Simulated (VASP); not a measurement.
All values below come from PBE GGA, VASP's PBE PAW potentials (set 64) (plane waves; VASP 6.6.1).

A VASP calculation is set up with these files.

File POSCAR:
```
Be
1
    1.1162509534    -1.9334031994     0.0000000000
    1.1162509534     1.9334031994     0.0000000000
    0.0000000000     0.0000000000     3.5295531042
Be
2
Direct
  0.3333330000   0.6666670000   0.2500000000
  0.6666670000   0.3333330000   0.7500000000
```

INCAR:
```
# general
SYSTEM  = Be
PREC    = Accurate
ENCUT   = 500   # plane-wave cut-off (eV)
LREAL   = .False.   # projection in real space or not
LASPH   = .True.

# electronic loop
EDIFF   = 1E-6   # SCF stop (eV)
NELM    = 100   # most electronic steps
ALGO    = Normal   # blocked Davidson

# smearing
ISMEAR  = 1
SIGMA   = 0.1

# functional
GGA     = PE   # PBE

# ions
IBRION  = 2   # conjugate gradients
NSW     = 40   # most ionic steps
ISIF    = 3
EDIFFG  = -0.02   # ionic stop
PSTRESS = 50   # kbar

# output
LWAVE   = .False.
LCHARG  = .False.
```

File KPOINTS:
```
Regular mesh
0
gamma
 19 19 10
```

POTCAR, in this order: Be (PBE.64 set). Program: vasp_std.

What VASP printed:

### OSZICAR
```
       N       E                     dE             d eps       ncg     rms          rms(c)
DAV:   1    -0.296961982248E+01   -0.29696E+01   -0.17134E+03  2928   0.524E+02
DAV:   2    -0.757014207165E+01   -0.46005E+01   -0.44137E+01  4434   0.617E+01
DAV:   3    -0.760013293649E+01   -0.29991E-01   -0.30109E-01  3708   0.438E+00
DAV:   4    -0.760018630746E+01   -0.53371E-04   -0.53371E-04  4302   0.138E-01
DAV:   5    -0.760018634557E+01   -0.38110E-07   -0.38618E-07  3678   0.189E-03    0.125E+00
DAV:   6    -0.754891543182E+01    0.51271E-01   -0.72365E-03  3282   0.129E+00    0.771E-01
DAV:   7    -0.752911840773E+01    0.19797E-01   -0.76914E-03  3216   0.134E+00    0.301E-02
DAV:   8    -0.752909392653E+01    0.24481E-04   -0.14258E-05  4212   0.458E-02    0.104E-02
DAV:   9    -0.752909256028E+01    0.13662E-05   -0.30630E-06  3600   0.217E-02    0.981E-04
DAV:  10    -0.752909243124E+01    0.12905E-06   -0.43573E-09  2370   0.712E-04
   1 F= -.70536550E+01 E0= -.70536706E+01  d E =-.705365E+01
```

**OUTCAR**
```
------------------------ aborting loop because EDIFF is reached ----------------------------------------
  FORCE on cell =-STRESS in cart. coord.  units (eV):
  Direction    XX          YY          ZZ          XY          YZ          ZX
  --------------------------------------------------------------------------------------
  Total        0.4928764      0.4928763      0.4376442      0.0000000      0.0000000      0.0000000
  in kB       51.8339836     51.8339747     46.0254183      0.0000000      0.0000000      0.0000000
  external PRESSURE =      -0.1022078 kB  Pullay stress =      50.0000000 kB
  volume of cell :       15.23
      direct lattice vectors                 reciprocal lattice vectors
     1.116250953 -1.933403199  0.000000000     0.447927949 -0.258611344  0.000000000
     1.116250953  1.933403199  0.000000000     0.447927949  0.258611344  0.000000000
     0.000000000  0.000000000  3.529553104     0.000000000  0.000000000  0.283321987
 POSITION                                       TOTAL-FORCE (eV/Angst)
 -----------------------------------------------------------------------------------
      1.11625      0.64447      0.88239        -0.000000      0.000000      0.000000
      1.11625     -0.64447      2.64716         0.000000     -0.000000      0.000000
 -----------------------------------------------------------------------------------
    total drift:                                0.000000     -0.000004      0.000005
  FREE ENERGIE OF THE ION-ELECTRON SYSTEM (eV)
  ---------------------------------------------------
  free  energy   TOTEN  =        -7.5290924312 eV

  energy  without entropy=       -7.5291393742  energy(sigma->0) =       -7.52910808
  enthalpy is  TOTEN    =        -7.0536549528 eV   P V=        0.4754374784

 reached required accuracy - stopping structural energy minimisation
```
(Selected blocks of OUTCAR.)

The compound is Be in the hcp structure. It was relaxed first under an external pressure of 5 GPa.
